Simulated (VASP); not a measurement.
## GaN: band gap against strain

GaN (wurtzite, P6_3mc, 11.430 Å³/atom and stress up to 0.25 GPa in the relaxed cell, c along z) under an equal strain ε along all three axes. r2SCAN in VASP (plane waves, PAW), 600 eV, 12×12×6 Γ-centred mesh, Gaussian smearing 0.05 eV; ions are relaxed, or left where forces stay under 0.02 eV/Å, within the symmetry of each cell. Gaps are the smallest on the run's k-mesh, which can miss an edge that lies off it, without spin-orbit coupling; in all rows the valence edge lies at Γ and the conduction edge at Γ.

Here s stands for strain and Eg for gap.

```csv
strain (%),gap (eV)
0.00,2.309
0.50,2.207
1.00,2.104
1.50,2.001
3.00,?
```

The 4 complete rows are fitted with a straight line, Eg against s. Means: s 0.75000, Eg 2.1553. About the means, the sum of products is -0.25675 and the sum of squares of s is 1.2500; the slope is their ratio. Least squares gives Eg = 2.3093 - 0.20540·s. Residuals (row less fit): -0.0003, 0.0004, 0.0001, -0.0002; standard error 0.0004 (degrees of freedom: 2). Over these rows the gap moves by -20.54 ± 0.03 eV per unit strain, or -6.8 eV per unit of ln V.

Estimate the missing Eg (s = 3.00); what did the run itself give?

Eg = 2.3093 - 0.20540 × 3.0 = 1.6931 eV. The calculation gives 1.698 eV, 0.0049 eV above the prediction (0.8 % of the range of Eg in the table). The row lies outside the fitted rows, so this is an extrapolation. The scatter of the fitted rows lies at the last printed digit.

A polynomial of degree 2 through the 6 other runs of the series gives 1.697 there, so most of the miss is curvature that the fit leaves out. Rows are the converged runs of the series near zero and its far end, less any whose ions stayed unrelaxed beside relaxed ones; series whose fitted rows scatter by over a few per cent of the range, as at a crossing or softening among them, aren't shown in this form. Most that stay on the fit to the last digits aren't either.
